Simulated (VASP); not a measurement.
Input:

```
BaTiO3
1.0
    3.93369     0.00000     0.00000
    0.00000     3.93369     0.00000
    0.00000     0.00000     3.93369
Ba Ti O
1 1 3
Direct
  0.00000   0.00000   0.00000
  0.50000   0.50000   0.50000
  0.50000   0.00000   0.50000
  0.00000   0.50000   0.50000
  0.50000   0.50000   0.00000
```

Calculation: revTPSS meta-GGA, VASP's PBE PAW potentials (set 64) (plane waves; VASP). Settings: 520 eV cut-off, 6×6×6 Γ-centred mesh, Gaussian smearing of 0.050 eV, potentials Ba_sv Ti_sv O.

Unless said otherwise, spin-orbit coupling is left out, though it shifts the bands of the heavy elements here.

Estimate the energy per atom (σ→0), pressure, band gap (on the k-mesh) with the smallest direct gap where there is one.

| Property | Value |
|---|---|
| band gap (on the k-mesh) | 1.93 eV |
| smallest direct gap (on the k-mesh) | 2.01 eV |
| energy per atom (σ→0) | -4390 meV/atom |
| pressure | 12.35 GPa |

The absolute energy has meaning only against runs of the same code, potentials and settings.

The compound is BaTiO3 in the cubic perovskite structure, the ideal cubic form; the compound distorts at low or room temperature. This cell is one point of a volume scan, at 0.94 of the reference volume.
